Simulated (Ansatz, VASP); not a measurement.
LiSb7: VASP beside Ansatz

Contents of INCAR:

```
SYSTEM = LiSb7
PREC = Accurate ; ENCUT = 600
EDIFF = 1E-6 ; ISMEAR = 0
SIGMA = 0.1 ; LREAL = .FALSE.
LASPH = .TRUE. ; NELM = 100
ALGO = Normal ; ISIF = 3
LWAVE = .FALSE. ; LCHARG = .FALSE.
GGA = PE ; IBRION = 2
NSW = 100 ; EDIFFG = -0.01
```

Contents of KPOINTS:

```
regular mesh
0
G
  9 9 6
  0 0 0
```

POSCAR

```
LiSb7
1.0
    6.3357065071      0.0000000000      0.0000000000
   -3.1678532535      5.4868827861      0.0000000000
    0.0000000000      0.0000000000      6.4009385597
Li Sb
1 7
Direct
    0.0000000000      0.0000000000      0.5000000000
    0.4319427135      0.0000000000      0.7438679441
    0.0000000000      0.4319427135      0.7438679441
    0.5680572865      0.5680572865      0.7438679441
    0.4319427135      0.0000000000      0.2561320559
    0.0000000000      0.4319427135      0.2561320559
    0.5680572865      0.5680572865      0.2561320559
    0.0000000000      0.0000000000      0.0000000000
```

Input for Ansatz:

```yaml
crystal:
  lattice:
    - [6.3357065071, 0.0, 0.0]
    - [-3.1678532535, 5.4868827861, 0.0]
    - [0.0, 0.0, 6.4009385597]
  atoms:
    - { symbol: Li, position: [0.0, 0.0, 0.5] }
    - { symbol: Sb, position: [0.4319427135, 0.0, 0.7438679441] }
    - { symbol: Sb, position: [0.0, 0.4319427135, 0.7438679441] }
    - { symbol: Sb, position: [0.5680572865, 0.5680572865, 0.7438679441] }
    - { symbol: Sb, position: [0.4319427135, 0.0, 0.2561320559] }
    - { symbol: Sb, position: [0.0, 0.4319427135, 0.2561320559] }
    - { symbol: Sb, position: [0.5680572865, 0.5680572865, 0.2561320559] }
    - { symbol: Sb, position: [0.0, 0.0, 0.0] }
basis:
  ecutwfc: 420
kpoints:
  mp_grid: { grid: [9, 9, 6] }
hamiltonian:
  xc: pbe
scf:
  occupations: { method: gaussian, width: 0.1 }
output:
  forces: true
  stress: true
  eigenvalues: true
relax:
  adjacent_minimum: "off"
  f_tol: 0.01
  max_steps: 80
  cell: { stress_tol: 0.05 }
```

Alike in both runs: task relaxation of cell and atoms; functional PBE; k mesh 9 × 9 × 6; occupations gaussian, width 0.1 eV; no spin polarisation.

|  | VASP | Ansatz |
| --- | --- | --- |
| version | VASP 6.6.1 | Ansatz 0.2.0 |
| potentials or method | VASP PAW PBE potentials, release 64 (Li_sv, Sb) | scalar-relativistic, plane waves, PAW |
| plane-wave cutoff (eV) | 600 | 420 |
| valence electrons in the cell | 38 | 108 |

Ansatz gave:

- gap on the k mesh at the Fermi level, each at its own relaxed structure (eV): none
- relaxed volume (Å³/atom): 27.80
- relaxed cell length with the largest relative difference (Å): 6.245
- energy change over the relaxation (meV/atom): -5

What did VASP give for the same quantities?

gap on the k mesh at the Fermi level, each at its own relaxed structure (eV): none; relaxed volume (Å³/atom): 27.75; relaxed cell length with the largest relative difference (Å): 6.239; energy change over the relaxation (meV/atom): -6.

A gap of «none» marks a metal or a gap that the smearing closes. The two sets of potentials don't hold the same shells in valence.

Caveats: the cutoff is under 1.25 times the usual one of these potentials, so pressure, stress and relaxed cells hold a basis-set (Pulay) error (VASP). Spin-orbit coupling is left out, which matters for the levels of Sb.
